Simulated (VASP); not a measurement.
Consider the following.

```
CELL_PARAMETERS angstrom
      0.00000     3.33571     3.33571
      3.33571     0.00000     3.33571
      3.33571     3.33571     0.00000
ATOMIC_POSITIONS crystal
  Sn 0.00000 0.00000 0.00000
  Te 0.50000 0.50000 0.50000
```

These are vdW-DF2, VASP's PBE PAW potentials (set 64) (plane waves; VASP) values and carry that method's errors. Numerical set-up: 520 eV cut-off, 6×6×6 Γ-centred mesh, Gaussian smearing of 0.050 eV, potentials Sn_d Te.

Unless said otherwise, spin-orbit coupling is left out, though it shifts the bands of the heavy elements here.

**Question.** Predict the energy per atom (σ→0), band gap (on the k-mesh) with the smallest direct gap where there is one.

**Answer.** 
```json
{
 "band gap (on the k-mesh)": "0.44 eV",
 "smallest direct gap (on the k-mesh)": "0.44 eV",
 "energy per atom (σ→0)": "-1.007 eV/atom"
}
```

Only differences to runs with the same potentials and settings are physical.

The compound is SnTe in the rock salt structure, which distorts at low temperature. It was relaxed first, which changed the volume by +18 %. The start is the result of an earlier pass.
